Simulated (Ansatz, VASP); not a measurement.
Mg2C: VASP beside Ansatz

The input POSCAR:

```
Mg2C
1.0
    0.0000000000      2.6502174944      2.7109426088
    2.6502174944      0.0000000000      2.7109426088
    2.6502174944      2.6502174944      0.0000000000
C Mg
1 2
Direct
    0.0000000000      0.0000000000      0.0000000000
    0.2500000000      0.2500000000      0.2500000000
    0.7500000000      0.7500000000      0.7500000000
```

File INCAR.step1:

```
SYSTEM = Mg2C
PREC = Accurate
ENCUT = 520
ISMEAR = 0
SIGMA = 0.01
LREAL = .FALSE.
LASPH = .TRUE.
NELM = 100
NBANDS = 11
GGA = PE
ALGO = Normal
EDIFF = 1E-4
LWAVE = .TRUE.
LCHARG = .FALSE.
```

Contents of INCAR.step2:

```
SYSTEM = Mg2C
PREC = Accurate
ENCUT = 520
EDIFF = 1E-7
ISMEAR = 0
SIGMA = 0.01
LREAL = .FALSE.
LASPH = .TRUE.
NELM = 100
ALGO = Normal
ISIF = 2
LWAVE = .FALSE.
LCHARG = .FALSE.
METAGGA = R2SCAN
LMIXTAU = .TRUE.
NBANDS = 11
ISTART = 1
```

File KPOINTS:

```
Automatic mesh
0
G
  8 8 8
  0 0 0
```

Input for Ansatz:

```yaml
crystal:
  lattice:
    - [0.0, 2.6502174944, 2.7109426088]
    - [2.6502174944, 0.0, 2.7109426088]
    - [2.6502174944, 2.6502174944, 0.0]
  atoms:
    - { symbol: C, position: [0.0, 0.0, 0.0] }
    - { symbol: Mg, position: [0.25, 0.25, 0.25] }
    - { symbol: Mg, position: [0.75, 0.75, 0.75] }
kpoints:
  mp_grid: { grid: [8, 8, 8] }
  band_path:
    path:
      - [0.0, 0.0, 0.0]
      - [0.5, 0.0, 0.5]
      - [0.625, 0.25, 0.625]
      - [0.375, 0.375, 0.75]
      - [0.5, 0.5, 0.5]
      - [0.5, 0.25, 0.75]
      - [0.080729, 0.080729, 0.161458]
      - [0.0, 0.5, 0.5]
    npoints: 1
hamiltonian:
  xc: r2scan
scf:
  occupations: { method: fixed }
  n_extra_bands: 4
output:
  forces: true
  stress: true
  eigenvalues: true
```

Change from the starting cell: biaxial_xy strain -2.2%.

Alike in both runs: task single point; functional r2SCAN; k mesh 8 × 8 × 8; no spin polarisation.

|  | VASP | Ansatz |
| --- | --- | --- |
| version | VASP 6.6.1 | Ansatz 0.2.0 |
| potentials or method | VASP PAW PBE potentials, release 64 (C, Mg) | plane waves, PAW |
| plane-wave cutoff (eV) | 520 | 500 |
| occupations | gaussian, width 0.01 eV | fixed |
| valence electrons in the cell | 8 | 24 |

```tsv
	VASP	Ansatz	Ansatz less VASP
gap on the k mesh at the Fermi level (eV)	1.06	1.06	+0.006
pressure (GPa)	4.5	4.9	+0.40
largest component of the traceless stress (GPa)	4.94	4.91	-0.026
```

The two sets of potentials don't hold the same shells in valence.

Caveats: the PAW data sets were made with another functional, which shifts forces and pressure a little (VASP). A k mesh can miss the band edges.
